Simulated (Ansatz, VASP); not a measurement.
# CsH: VASP beside Ansatz, part 2 of 2

One calculation is typed for both programs; each brings its own data sets. How far apart do they land? The cell is taken from a series of runs on this material, whose earlier steps may have relaxed, scaled, displaced or heated it; both programs get it as it stands.

VASP 6.6.1 and Ansatz 0.2.0.

So far: The starting structure; VASP: zone-centre phonons, LDA.

## Step 3: Ansatz: zone-centre phonons, LDA

Level of this step: Ansatz beside VASP: Kohn-Sham DFT, plane waves, LDA (Ansatz).

Ansatz runs on its default PAW (the set named soft_2) files.

The same cell, functional (in two slightly different forms) and mesh now go to Ansatz, which takes its cutoff from its data sets.

File input.yaml:

```yaml
crystal:
  lattice:
    - [3.6545775472, 0.0, 0.0]
    - [0.0, 3.6545775472, 0.0]
    - [0.0, 0.0, 3.6545775472]
  atoms:
    - { symbol: Cs, position: [0.0, 0.0, 0.0] }
    - { symbol: H, position: [0.5, 0.5, 0.5] }
kpoints:
  mp_grid: { grid: [8, 8, 8] }
hamiltonian:
  xc: lda
scf:
  occupations: { method: fixed }
output:
  eigenvalues: true
phonons:
  method: dfpt
  dielectric: true
  rigid_motions: translations
  qmesh: [2, 2, 2]
  temperatures: { t_max: 1000, t_step: 50 }
  qpath:
    path:
      - [[0.0, 0.0, 0.0], [0.0, 0.5, 0.0], [0.5, 0.5, 0.0], [0.0, 0.0, 0.0], [0.5, 0.5, 0.5], [0.0, 0.5, 0.0]]
      - [[0.5, 0.5, 0.5], [0.5, 0.5, 0.0]]
    npoints: 10
```

Run with:

```console
$ ansatz run input.yaml --threads 2 --pin off --max-ram 4096MiB --backend cpu --events-out ev --progress --plain --runs-dir out
```

Numbers of over 12 decimals in the logs are rounded to 6 here.

The log of the run:

```text
Engine: ansatz 0.2.0, aarch64-unknown-linux-gnu
Pseudopotentials: kind: paw
Pseudopotential: Cs, paw, valence charge 9, recommended cutoff 420 eV (normal), Cs.paw.azcp
Pseudopotential: H, paw, valence charge 1, recommended cutoff 420 eV (normal), H.paw.azcp
Functional definition: SPW92
  exchange = slater_x
  correlation = pw_c
Crystal: 2 atoms, lattice volume = 48.810 Å³
Basis set: ecut = 420 eV, 949 PW (Γ), exchange–correlation on 50×50×50 points (8 copies of the dense FFT grid, shifted against one another)
Bands: 9, of which v1, the nominal top of the filled ones, is band 5 counted from 1 (4 counted from 0)
Symmetry: 48 space group operations
k-points: 75 of 512 (irreducible under 8 space group operations, time reversal used)
Non-local potential: Cs, projectors of the file, l = 0: 3, l = 1: 2, l = 2: 2, l = 3: 2
Non-local potential: H, projectors of the file, l = 0: 2, l = 1: 1
PAW form: soft (Blöchl's): semilocal exchange-correlation on the pseudo side does not see the compensation charge
PAW frozen core: Cs, regenerated for the run's functional, and the local potential with it (the file was generated under x = pbe(κ = 0.804, μ = 0.219515), c = pbe(β = 0.066725))
PAW one-centre angular grid: Cs, 194 points (default); XC on 64 Gauss nodes
PAW one-centre angular grid: H, 110 points (default); XC on 64 Gauss nodes
Initial density: superposition of atomic densities (neutral atoms: chi_scale 0, normalization atom), corrected by the library's trained network
Initial wavefunctions: pseudopotential atomic-orbital guess
Functional: x = slater, c = lda
SCF iter   1: F=—  HF=-5520.975626 eV  |F-HF|=—  |Δ(HF+E_count)|=         —  Δρ=9.04e-3  dr2=4.76e-2  ethr=1.77e-3  ⟨swp⟩=4.7  Hψ=4396  notcnv=0  defer=133
preconditioner: auto → none  [insulator: Δε(μ)=2.154 eV  Ē_g=11.896 eV  n_scr=6 (ndim 8)  ℏωp=15.0 eV  f_vac=0.000  ε∞_Penn≈2.6]
SCF iter   2: F=—  HF=-5520.958098 eV  |F-HF|=—  |Δ(HF+E_count)|=   1.75e-2  Δρ=1.70e-3  dr2=1.10e-3  ethr=4.76e-4  ⟨swp⟩=2.1  Hψ=1454  notcnv=0  defer=146
SCF iter   3: F=—  HF=-5520.957929 eV  |F-HF|=—  |Δ(HF+E_count)|=   1.70e-4  Δρ=6.33e-4  dr2=1.28e-4  ethr=1.10e-5  ⟨swp⟩=2.0  Hψ=1045  notcnv=0  defer=147
SCF iter   4: F=—  HF=-5520.957936 eV  |F-HF|=—  |Δ(HF+E_count)|=   7.65e-6  Δρ=9.12e-5  dr2=1.72e-6  ethr=1.28e-6  ⟨swp⟩=2.0  Hψ=969  notcnv=0  defer=100
SCF iter   5: F=—  HF=-5520.957937 eV  |F-HF|=—  |Δ(HF+E_count)|=   3.43e-7  Δρ=9.25e-6  dr2=4.57e-8  ethr=1.72e-8  ⟨swp⟩=2.7  Hψ=1025  notcnv=0  defer=14
SCF iter   6: F=—  HF=-5520.957937 eV  |F-HF|=—  |Δ(HF+E_count)|=   1.52e-7  Δρ=1.18e-6  dr2=4.48e-10  ethr=4.57e-10  ⟨swp⟩=2.0  Hψ=978  notcnv=0  defer=5
SCF iter   7: F=-5520.957937 eV  HF=-5520.957937 eV  |F-HF|=1.82e-12  |Δ(HF+E_count)|=  2.31e-10  Δρ=8.78e-8  dr2=1.98e-12  ethr=1.00e-12  ⟨swp⟩=7.6  Hψ=4355  notcnv=0
SCF 1 converged in 7 iterations: F = -5520.957937 eV  dr2 = 1.98e-12
  greatest PAW one-centre occupation: 0.928 electrons in one spin orbital (limit 2), on the Cs atom at site 0 (counted from 0), in its partial waves of l = 0
DFPT response loops at Γ: preconditioner auto → none (the input reference at scf.mixing.eps_inf says where Resta's filter doesn't serve); β = 0.50; Broyden in place of MSR1
── the response to a field inside a basis, on 8×8×8 k-points: an SCF that follows is theirs, and a resumed run solves both again ──
Bands: 6, of which v1, the nominal top of the filled ones, is band 5 counted from 1 (4 counted from 0)
k-points: 20 of 512
Initial density: handed on by an earlier stage of this run
Initial wavefunctions: pseudopotential atomic-orbital guess (no wavefunctions were taken with the density)
Eigensolver: Dense (20 Hₖ)
SCF iter   1: F=—  HF=-5520.957992 eV  |F-HF|=—  |Δ(HF+E_count)|=         —  Δρ=1.52e-4  dr2=1.81e-6  ethr=1.00e-1
preconditioner: auto → none  [insulator: Δε(μ)=2.827 eV  Ē_g=10.270 eV  n_scr=6 (ndim 8)  ℏωp=15.0 eV  f_vac=0.000  ε∞_Penn≈3.1]
SCF iter   2: F=—  HF=-5520.957993 eV  |F-HF|=—  |Δ(HF+E_count)|=   1.01e-6  Δρ=7.42e-5  dr2=4.11e-7  ethr=1.81e-8
SCF iter   3: F=-5520.957994 eV  HF=-5520.957994 eV  |F-HF|=4.76e-9  |Δ(HF+E_count)|=   3.83e-7  Δρ=6.64e-6  dr2=1.00e-8  ethr=4.11e-9
SCF 1 converged in 3 iterations: F = -5520.957994 eV  dr2 = 1.00e-8
DFPT response loops at Γ: mixed as the last ones told, above
WARN: field response: ε∞ stands inside a basis, on 8×8×8 points; the force constants stand on the 8×8×8 k-mesh, whose period is 13.51 times the interband length at k = (-0.5000, -0.5000, -0.5000), direct gap 2.426 eV, under 14: take them and everything formed from them as unconverged, and compare with a denser kpoints.mp_grid
NSCF: frozen V_eff on 35 k-points
NSCF: frozen V_eff on 250 k-points
DFPT response loops at q = (0, 0, -0.5) (fractional): preconditioner auto → Resta (q_TF=auto, 2.095 Å⁻¹)  ε∞=5.0 (no band partly filled); β = 1.00, the filter's whole step (`scf.mixing.beta` (0.50) is not read by the response loops at its default; to damp them type it under 1.00, their step now; it binds the ground state too); Broyden in place of MSR1
NSCF: frozen V_eff on 250 k-points
DFPT response loops at q = (0, -0.5, -0.5) (fractional): preconditioner auto → none (the input reference at scf.mixing.eps_inf says where Resta's filter doesn't serve); β = 0.50; Broyden in place of MSR1
NSCF: frozen V_eff on 150 k-points
DFPT response loops at q = (-0.5, -0.5, -0.5) (fractional): mixed as the last ones told, above
SCF converged after 7 iterations
Free energy (F): -5520.957937 eV
Harris-Foulkes:  -5520.957937 eV  (|F-HF|=1.82e-12)
Internal energy: -5520.957937 eV  (E = F + TS)
E sigma→0 (E₀):  -5520.957937 eV
Fermi energy:    5.218400 eV
--- Per-component energies (eV) ---
  E_band       = -42.389157
  E_kinetic    = 156.021660
  E_local      = -207.833682  (includes V_loc(G=0)·N_el)
  E_nonlocal   = 33.793845
  E_hartree    = 69.088191
  E_xc         = -182.224508
  E_vxc        = -138.908515  (∫ρ·V_xc dr)
  E_paw        = -4903.278701  (= ΣΔE_a)
  E_vpaw       = -23.637855  (= ΣTr[D̂ρ^β])
  E_aug_tail   = -0.000996  (compensation charges beyond the density's cutoff)
  E_ewald      = -486.794304
  E_core_change = 0.270556  (= ΣΔE_core)
  E_smearing   = -0.000000  (= −TS)
  E_closure    = 0.000000  (closes the sum)
  Σ components = -5520.957937   (vs F -5520.957937, Δ=0.00e0)
--- Band table (eV; the first three rows and the last of 75) ---
  k-point 0: bands = ["-16.6072", "-2.3152", "-2.3152", "-2.3152", "3.0640", "8.3578", "8.3578", "13.3554", "15.5240"]
  k-point 1: bands = ["-16.5730", "-2.7109", "-2.2831", "-2.2831", "3.3729", "8.4625", "8.7724", "12.6739", "14.0059"]
  k-point 2: bands = ["-16.4883", "-3.5096", "-2.2041", "-2.2041", "4.0416", "8.7466", "9.1220", "12.5794", "12.6810"]
  k-point 74: bands = ["-15.9108", "-3.6399", "-3.6399", "-3.6399", "5.2184", "7.6443", "7.6443", "7.6443", "17.1312"]
--- Phonons (Γ-DFPT): 2 representative perturbations + reference, on 75 of 512 k-points (Σ response iterations 7) ---
  k mesh reduced under 8 symmetry operations, with k and −k counted as one. Each operation leaves every solved perturbation unchanged. A smaller set is not considered because the run solves the response to a homogeneous field
  ASR residual: 2.737e-5 → 0.000e0 eV/Å²; symmetrization residual: 6.224e-8 eV/Å²
  ASR residual per site (eV/Å²): 4.28e-6 2.74e-5
  Γ frequencies (cm⁻¹): 0.00 0.00 0.00 404.10 404.10 404.10
  ε∞ (high-frequency dielectric tensor):
        4.166020     0.000000     0.000000
        0.000000     4.166020     0.000000
        0.000000     0.000000     4.166020
  ε⁰ (static dielectric tensor: ions relaxed, cell fixed):
       12.527830    -0.000000    -0.000000
       -0.000000    12.527830     0.000000
       -0.000000     0.000000    12.527830
  ε⁰ − ε∞ (ionic part):
        8.361811    -0.000000    -0.000000
       -0.000000     8.361811     0.000000
       -0.000000     0.000000     8.361811
  softest optical mode at Γ: 404.10 cm⁻¹; the repairs (sum rule, projections) moved no ω² at Γ by more than (2.74 cm⁻¹)²
  Born effective charges Z* (e; rows j = field, columns β = displacement):
    site 0:
         1.16405   -0.00000    0.00000
        -0.00000    1.16405    0.00000
         0.00000    0.00000    1.16405
    site 1:
        -1.16405    0.00000    0.00000
         0.00000   -1.16405    0.00000
         0.00000    0.00000   -1.16405
  Z* charge neutrality: 4.343e-4 e pre-enforcement
  solved inside a basis spanned on kpoints, on 8×8×8 k-points, its susceptibility summed on 12×12×12: ε∞ is read to err by 1.0e-2, Z* by 9.7e-3 e (field_mesh: kpoints solves on kpoints); Z* is corrected for what the basis lacks
  optical modes at Γ without the LO–TO term, one row a degenerate level:
      ω (cm⁻¹)  modes    IR ((D/Å)²/amu)
        404.10      3            93.7442
  optical modes at Γ + LO–TO along q̂ = [1.0000, 0.0000, 0.0000]:
      ω (cm⁻¹)  modes    IR ((D/Å)²/amu)
        404.10      2            62.4961
        700.75      1            31.2481
  optical modes at Γ + LO–TO along q̂ = [0.0000, 1.0000, 0.0000]:
      ω (cm⁻¹)  modes    IR ((D/Å)²/amu)
        404.10      2            62.4961
        700.75      1            31.2481
  optical modes at Γ + LO–TO along q̂ = [0.0000, 0.0000, 1.0000]:
      ω (cm⁻¹)  modes    IR ((D/Å)²/amu)
        404.10      2            62.4961
        700.75      1            31.2481
--- Phonons (arbitrary-q DFPT): 4 irreducible q on the 2×2×2 mesh ---
  q = [0.0000, 0.0000, 0.0000] (star 1, of the zone-centre solve; hermiticity 2.07e-7, symmetrization 5.65e-14): -0.00 -0.00 -0.00 404.10 404.10 404.10
  q = [0.0000, 0.0000, -0.5000] (star 3, 4 solved perturbations in 400 linear systems a pass and spin channel, the states on 125 of 512 k-point pairs; hermiticity 1.13e-14, symmetrization 4.80e-14): 30.82 30.82 94.57 485.22 485.22 714.66
  q = [0.0000, -0.5000, -0.5000] (star 3, 4 solved perturbations in 400 linear systems a pass and spin channel, the states on 125 of 512 k-point pairs; hermiticity 1.37e-7, symmetrization 9.41e-14): 26.83 84.43 84.43 392.21 486.28 486.28
  q = [-0.5000, -0.5000, -0.5000] (star 1, 2 solved perturbations on 75 of 512 k-point pairs; hermiticity 8.08e-15, symmetrization 3.17e-13): 77.90 77.90 77.90 564.10 564.10 564.10
  sum rule: each row above includes the acoustic sum rule's correction from the zone centre's row sums; it moved no ω² by more than (2.72 cm⁻¹)²
  mesh force constants: q→R imaginary residual 1.23e-18; ASR residual 2.737e-5 → 0.000e0 eV/Å²; symmetrization residual 1.332e-15 eV/Å²
  interpolated dispersion: 63 rows × 6 modes
  density of states and harmonic sums: on the 18×18×18 q-mesh, interpolated from the force constants of a 2×2×2 supercell (with the dipole–dipole term)
  largest difference from the sums on the solved wave vectors: F 6.48e-2 eV, S 9.76e-5 and C_V 3.17e-5 eV/K
  zero-point energy: 0.107596 eV/cell   skipped modes (ω ≤ 0): 3   left out of the sums: 8.57e-5 of the cell's modes: C_V's classical limit lies that fraction below 3 k_B per atom; for a crystal, a wire or a layer, F and S can be off by more, and a phonons.interpolated_qmesh denser along its periods is the remedy for the sampling
```

In the SCF lines HF is the Harris–Foulkes energy and dr2 the Hartree energy of the density residual, in eV; the loop may stop once dr2 is under the threshold and the program's other checks hold. Hψ counts applications of the Hamiltonian.

## Step 4: Comparison

Known differences besides the potentials themselves: the two LDA forms differ slightly; fixed occupations in Ansatz, narrow Gaussian smearing in VASP; VASP's run holds the zone centre alone; VASP's response is taken on the typed mesh, Ansatz refines its own for the field response alone; the cutoff is 420 eV in Ansatz and 500 eV in VASP; VASP's log shows a relativistic correction to its local exchange, Ansatz's none. Total energies have different zeros and are not compared.

The two programs side by side:

```tsv
quantity	Ansatz	VASP	difference
ε∞ xx	4.17	4.20	-0.70 %
ε∞ yy	4.17	4.20	-0.70 %
ε∞ zz	4.17	4.20	-0.70 %
Born charge of Cs1 (mean of the diagonal) (e)	1.16	1.17	0.00
Born charge of H2 (mean of the diagonal) (e)	-1.16	-1.17	0.00
optical mode 1 to 3 (cm⁻¹)	404.1	409.0	-1.19 %
```

Modes are paired by rising frequency, not by their patterns, so a pair may set unlike modes beside each other; they are those without the splitting of longitudinal modes.

## Step 5: Results

```
r.m.s. difference of the optical zone-centre modes, each program's sorted by frequency (zone-centre phonons, LDA) : 4.9 cm⁻¹
difference in optical mode 1 to 3 (zone-centre phonons, LDA)                                                      : -1.2 %
```

What this shows: The r.m.s. difference of the optical zone-centre modes, each program's sorted by frequency is 4.9 cm⁻¹ (zone-centre phonons, LDA). Among the rows given in per cent, the largest difference of the zone-centre phonons, LDA pair is in optical mode 1 to 3, -1.2 %. Such differences can come from data sets, numerical settings and the points named under the comparisons, not from the functional's error against experiment.

[Lines on the potential files, build, host, timing and source positions are cut from VASP's logs without a mark.]

[Logs are printed without paths, hosts, clocks, repeated set-up lines and the standing remarks that a program may print on its own settings, such as how far it seeks lower states.]

[Hosts, paths, dates, database ids (printed as entryN), source tags and the programs' standing remarks are cut or masked in the printed files.]
